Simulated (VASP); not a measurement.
The system is Zn.

```
CELL_PARAMETERS angstrom
2.59346 0.00000 0.00000
-1.29673 2.24601 0.00000
0.00000 0.00000 4.91887
ATOMIC_POSITIONS crystal
Zn 0.33333 0.66667 0.25000
Zn 0.66667 0.33333 0.75000
```

Base run:

```yaml
Program: VASP 6.6.1
Functional: PBEsol
Potentials_or_basis: VASP PAW PBE potentials, release 64 (Zn)
Cutoff: 900 eV
k_mesh: 18 × 18 × 10
Occupations: gaussian, width 0.1 eV
Spin: no spin polarisation
```

Its results: band gap on the k mesh none (metal or under the smearing width); pressure 0.1 GPa.

After a change of settings the same cell gave: band gap on the k mesh none (metal or under the smearing width); pressure 1.5 GPa. Which change was it?
A. functional from PBEsol to r2SCAN; cutoff from 900 eV to 520 eV
B. cutoff from 900 eV to 520 eV; k mesh from 18 × 18 × 10 to 27 × 27 × 14
C. cutoff from 900 eV to 520 eV; occupations from gaussian, width 0.1 eV to gaussian, width 0.5 eV
D. cutoff from 900 eV to 700 eV

A.

Caveats: the PAW data sets were made with another functional, which shifts forces and pressure a little.

Not every run made on this cell is shown here.
